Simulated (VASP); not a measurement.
Output of a VASP run:

**OSZICAR**
```
...
RMM:   6    -0.260881975470E+03    0.75509E-06   -0.73634E-05   559   0.143E-02
  10 F= -.26088198E+03 E0= -.26083785E+03  d E =-.213148E-01  mag=     1.0000
       N       E                     dE             d eps       ncg     rms          rms(c)
DAV:   1    -0.260882264211E+03   -0.28799E-03   -0.19719E-02   760   0.292E-01    0.514E-02
RMM:   2    -0.260882347925E+03   -0.83714E-04   -0.11542E-03   642   0.649E-02    0.210E-02
RMM:   3    -0.260882361408E+03   -0.13483E-04   -0.19299E-04   685   0.253E-02    0.122E-02
RMM:   4    -0.260882360018E+03    0.13892E-05   -0.23275E-05   407   0.951E-03
  11 F= -.26088236E+03 E0= -.26083806E+03  d E =-.216993E-01  mag=     1.0000
       N       E                     dE             d eps       ncg     rms          rms(c)
DAV:   1    -0.260884891846E+03   -0.25304E-02   -0.37492E-01   672   0.124E+00    0.203E-01
RMM:   2    -0.260886666280E+03   -0.17744E-02   -0.21303E-02   642   0.274E-01    0.729E-02
RMM:   3    -0.260886935241E+03   -0.26896E-03   -0.32741E-03   667   0.109E-01    0.427E-02
RMM:   4    -0.260886931005E+03    0.42362E-05   -0.48235E-04   648   0.431E-02    0.170E-02
RMM:   5    -0.260886940746E+03   -0.97408E-05   -0.11594E-04   628   0.199E-02    0.991E-03
RMM:   6    -0.260886942077E+03   -0.13316E-05   -0.22578E-05   416   0.886E-03
  12 F= -.26088694E+03 E0= -.26084220E+03  d E =-.458206E-02  mag=     1.0000
       N       E                     dE             d eps       ncg     rms          rms(c)
DAV:   1    -0.260886956392E+03   -0.15646E-04   -0.22691E-03   744   0.960E-02    0.164E-02
RMM:   2    -0.260886967807E+03   -0.11415E-04   -0.13539E-04   632   0.220E-02    0.613E-03
RMM:   3    -0.260886969708E+03   -0.19004E-05   -0.21656E-05   411   0.890E-03    0.349E-03
RMM:   4    -0.260886969888E+03   -0.17977E-06   -0.33489E-06   317   0.354E-03
  13 F= -.26088697E+03 E0= -.26084220E+03  d E =-.460987E-02  mag=     1.0000
       N       E                     dE             d eps       ncg     rms          rms(c)
DAV:   1    -0.260887513504E+03   -0.54380E-03   -0.96365E-02   672   0.636E-01    0.999E-02
RMM:   2    -0.260887843949E+03   -0.33045E-03   -0.43405E-03   642   0.125E-01    0.384E-02
RMM:   3    -0.260887892479E+03   -0.48530E-04   -0.70005E-04   679   0.495E-02    0.199E-02
RMM:   4    -0.260887892046E+03    0.43314E-06   -0.93982E-05   607   0.192E-02
  14 F= -.26088789E+03 E0= -.26084291E+03  d E =-.922159E-03  mag=     1.0000
       N       E                     dE             d eps       ncg     rms          rms(c)
DAV:   1    -0.260887894973E+03   -0.24932E-05   -0.44351E-05   704   0.133E-02    0.424E-03
RMM:   2    -0.260887895057E+03   -0.83859E-07   -0.23048E-06   310   0.301E-03    0.280E-03
RMM:   3    -0.260887895062E+03   -0.56698E-08   -0.32281E-07   130   0.156E-03    0.151E-03
RMM:   4    -0.260887895059E+03    0.30886E-08   -0.12124E-07   101   0.153E-03
  15 F= -.26088790E+03 E0= -.26084291E+03  d E =-.925171E-03  mag=     1.0000
       N       E                     dE             d eps       ncg     rms          rms(c)
DAV:   1    -0.260888175330E+03   -0.28027E-03   -0.21193E-02   672   0.288E-01    0.619E-02
RMM:   2    -0.260888262753E+03   -0.87422E-04   -0.13487E-03   640   0.689E-02    0.245E-02
RMM:   3    -0.260888275325E+03   -0.12572E-04   -0.22199E-04   666   0.272E-02    0.113E-02
RMM:   4    -0.260888275580E+03   -0.25533E-06   -0.29283E-05   434   0.106E-02
  16 F= -.26088828E+03 E0= -.26084317E+03  d E =-.380521E-03  mag=     1.0000
```

File OUTCAR:
```
------------------------ aborting loop because EDIFF is reached ----------------------------------------
  FORCE on cell =-STRESS in cart. coord.  units (eV):
  Direction    XX          YY          ZZ          XY          YZ          ZX
  --------------------------------------------------------------------------------------
  Total       -6.1396528     -6.1282351     -6.1398459     -0.2460309      0.0521607      0.1867467
  in kB       -6.4305333     -6.4185746     -6.4307355     -0.2576872      0.0546319      0.1955943
  external PRESSURE =      -6.4266144 kB  Pullay stress =       0.0000000 kB
  volume of cell :     1529.70
      direct lattice vectors                 reciprocal lattice vectors
    11.522210421  0.000000000  0.000000000     0.086788903  0.000000000  0.000000000
     0.000000000 11.522210421  0.000000000     0.000000000  0.086788903  0.000000000
     0.000000000  0.000000000 11.522210421     0.000000000  0.000000000  0.086788903
  FREE ENERGIE OF THE ION-ELECTRON SYSTEM (eV)
  ---------------------------------------------------
  free  energy   TOTEN  =      -260.8882755802 eV

  energy  without entropy=     -260.7980728059  energy(sigma->0) =     -260.84317419

 total charge

# of ion       s       p       d       tot
------------------------------------------
    1        1.070   1.104   0.118   2.292
    2        1.067   1.131   0.122   2.321
    3        1.067   1.131   0.122   2.321
    4        1.068   1.125   0.121   2.314
    5        1.070   1.104   0.118   2.292
    6        1.067   1.132   0.122   2.321
    7        1.070   1.103   0.118   2.291
    8        1.070   1.104   0.118   2.293
    9        1.060   1.077   0.137   2.275
   10        1.061   1.076   0.137   2.274
   11        1.067   1.131   0.122   2.321
   12        1.061   1.076   0.137   2.274
   13        1.070   1.104   0.118   2.292
   14        1.070   1.103   0.118   2.291
   15        1.068   1.125   0.121   2.314
   16        1.067   1.131   0.122   2.320
   17        1.067   1.132   0.122   2.321
   18        1.067   1.131   0.122   2.321
   19        1.070   1.103   0.118   2.291
   20        1.067   1.131   0.122   2.320
   21        1.060   1.076   0.137   2.273
   22        1.067   1.131   0.122   2.320
   23        1.068   1.125   0.121   2.314
   24        1.067   1.131   0.122   2.321
   25        1.067   1.131   0.122   2.320
   26        1.070   1.103   0.118   2.291
   27        1.067   1.130   0.122   2.320
   28        1.070   1.103   0.118   2.292
   29        1.070   1.103   0.118   2.291
   30        1.070   1.104   0.118   2.293
   31        1.070   1.103   0.118   2.291
   32        1.068   1.125   0.121   2.314
   33        1.209   1.568   0.023   2.800
   34        1.209   1.568   0.023   2.800
   35        1.209   1.567   0.023   2.799
   36        1.207   1.576   0.023   2.807
   37        1.209   1.568   0.023   2.800
   38        1.209   1.568   0.023   2.800
   39        1.207   1.576   0.023   2.806
   40        1.209   1.568   0.023   2.799
   41        1.209   1.567   0.023   2.799
   42        1.209   1.568   0.023   2.800
   43        1.209   1.567   0.023   2.799
   44        1.207   1.576   0.023   2.807
   45        1.207   1.576   0.023   2.807
   46        1.207   1.576   0.023   2.807
   47        1.206   1.572   0.023   2.801
   48        1.209   1.567   0.023   2.799
...
```
(Selected blocks of OUTCAR.)

**POSCAR**
```
Ga32As31C
1
   11.5222104212    -0.0000000000    -0.0000000000
   -0.0000000000    11.5222104212     0.0000000000
    0.0000000000     0.0000000000    11.5222104212
Ga As C
32 31 1
Direct
  0.5000000000   0.0000000000   0.0000000000
  0.7500000000   0.2500000000   0.0000000000
  0.7500000000   0.0000000000   0.2500000000
  0.0000000000   0.0000000000   0.0000000000
  0.2500000000   0.2500000000   0.0000000000
  0.5000000000   0.5000000000   0.0000000000
  0.7500000000   0.7500000000   0.0000000000
  0.2500000000   0.0000000000   0.2500000000
  0.5017910000   0.2543520000   0.2512100000
  0.7456170000   0.4962150000   0.2506040000
  0.5000000000   0.0000000000   0.5000000000
  0.7462370000   0.2480720000   0.4963340000
  0.7500000000   0.0000000000   0.7500000000
  0.0000000000   0.5000000000   0.0000000000
  0.2500000000   0.7500000000   0.0000000000
  0.0000000000   0.2500000000   0.2500000000
  0.2500000000   0.5000000000   0.2500000000
  0.5000000000   0.7500000000   0.2500000000
  0.0000000000   0.0000000000   0.5000000000
  0.2500000000   0.2500000000   0.5000000000
  0.4981490000   0.5003530000   0.4965860000
  0.7500000000   0.7500000000   0.5000000000
  0.2500000000   0.0000000000   0.7500000000
  0.5000000000   0.2500000000   0.7500000000
  0.7500000000   0.5000000000   0.7500000000
  0.0000000000   0.7500000000   0.2500000000
  0.0000000000   0.5000000000   0.5000000000
  0.2500000000   0.7500000000   0.5000000000
  0.0000000000   0.2500000000   0.7500000000
  0.2500000000   0.5000000000   0.7500000000
  0.5000000000   0.7500000000   0.7500000000
  0.0000000000   0.7500000000   0.7500000000
  0.6250000000   0.1250000000   0.1250000000
  0.8750000000   0.3750000000   0.1250000000
  0.8750000000   0.1250000000   0.3750000000
  0.1250000000   0.1250000000   0.1250000000
  0.3750000000   0.3750000000   0.1250000000
  0.6250000000   0.6250000000   0.1250000000
  0.8750000000   0.8750000000   0.1250000000
  0.3750000000   0.1250000000   0.3750000000
  0.8750000000   0.6250000000   0.3750000000
  0.6250000000   0.1250000000   0.6250000000
  0.8750000000   0.3750000000   0.6250000000
  0.8750000000   0.1250000000   0.8750000000
  0.1250000000   0.6250000000   0.1250000000
  0.3750000000   0.8750000000   0.1250000000
  0.1250000000   0.3750000000   0.3750000000
  0.3750000000   0.6250000000   0.3750000000
  0.6250000000   0.8750000000   0.3750000000
  0.1250000000   0.1250000000   0.6250000000
  0.3750000000   0.3750000000   0.6250000000
  0.6250000000   0.6250000000   0.6250000000
  0.8750000000   0.8750000000   0.6250000000
  0.3750000000   0.1250000000   0.8750000000
  0.6250000000   0.3750000000   0.8750000000
  0.8750000000   0.6250000000   0.8750000000
  0.1250000000   0.8750000000   0.3750000000
  0.1250000000   0.6250000000   0.6250000000
  0.3750000000   0.8750000000   0.6250000000
  0.1250000000   0.3750000000   0.8750000000
  0.3750000000   0.6250000000   0.8750000000
  0.6250000000   0.8750000000   0.8750000000
  0.1250000000   0.8750000000   0.8750000000
  0.6207370000   0.3718100000   0.3762860000
```

### Question
Write an INCAR and KPOINTS that could have produced this output.

### Answer
One answer among several that fit: the input of the run itself, PBE GGA, plane waves, VASP's PBE PAW potentials (set 64).

### KPOINTS
```
Automatic mesh
0
Gamma
  1 1 1
```

**INCAR**
```
SYSTEM = Ga32As31C
PREC = Normal; ENCUT = 400; LREAL = Auto
LASPH = T; ISYM = 0
EDIFF = 1E-5; NELM = 100; NELMIN = 4
ALGO = Fast; LMAXMIX = 4
ISMEAR = 0; SIGMA = 0.05
GGA = PE
ISPIN = 2; MAGMOM = 64*0.0156; NUPDOWN = 1
IBRION = 2; NSW = 60; ISIF = 2
EDIFFG = -0.03
LWAVE = T; LCHARG = F; LORBIT = 10
```

POTCAR, in this order: Ga As C (PBE.64 set). Program: vasp_gam.

At this cut-off the stress carries a Pulay error, which pulls relaxed volumes low. The supercell is sampled at Γ alone, which is coarse: total energies, pressure and levels can be off, energies of defects by several tenths of an eV.

The cell is a supercell with a defect, built from GaAs (zinc blende): C_As.
